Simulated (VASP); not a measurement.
A VASP calculation is set up with these files.

### KPOINTS
```
K-points
0
G
16 16 14
```

INCAR:
```
! general
SYSTEM   =  WC
PREC     =  Accurate
ENCUT    =  520
LREAL    =  .FALSE.   ! projection in real space or not
LASPH    =  .TRUE.   ! aspherical one-centre terms

! electronic loop
EDIFF    =  1E-7   ! SCF stop (eV)
NELM     =  100
ALGO     =  Normal   ! blocked Davidson
LMAXMIX  =  6   ! l cut-off of mixed one-centre charges

! smearing
ISMEAR   =  -5

! functional
GGA      =  PE   ! PBE
IVDW     =  13   ! D4

! ions
ISIF     =  2

! output
LWAVE    =  .FALSE.
LCHARG   =  .TRUE.
LORBIT   =  11
NEDOS    =  601
```

**POSCAR**
```
WC
2.9063450
  0.5000000606  -0.8660255344   0.0000000000
  0.5000000606   0.8660255344   0.0000000000
  0.0000000000   0.0000000000   0.9752863420
W C
1 1
Cart
  0.0000000000   0.0000000000   0.9752863420
  0.5000000606   0.2886757555   0.4876431710
```

POTCAR, in this order: W_sv C (PBE.64 set). Program: vasp_std.

Q: Write an equivalent input for Ansatz.

A: One equivalent input (not run):
Ansatz 0.2 input:
```yaml
crystal:
  lattice:
    - [1.4531727, -2.5169690, 0.0000000]
    - [1.4531727, 2.5169690, 0.0000000]
    - [0.0000000, 0.0000000, 2.8345186]
  atoms:
    - { symbol: W, position: [0.0000000, 0.0000000, 1.0000000] }
    - { symbol: C, position: [0.3333330, 0.6666670, 0.5000000] }
kpoints:
  mp_grid: { grid: [16, 16, 14] }
hamiltonian:
  xc: pbe
  dispersion: d4
  pseudopotentials: { kind: paw }
scf:
  occupations: { method: tetrahedron }
  max_iter: 100
output: { forces: true, stress: true, eigenvalues: true }
```
The two are equivalent in intent, not identical: each code has its own PAW files, so the cut-off isn't converted (ENCUT is set for VASP's; basis.ecutwfc is left out, and Ansatz then takes the one that its files recommend); Ansatz stops its SCF on the density residual and VASP on the energy change (EDIFF).

The compound is WC in the wc structure. It was relaxed first.
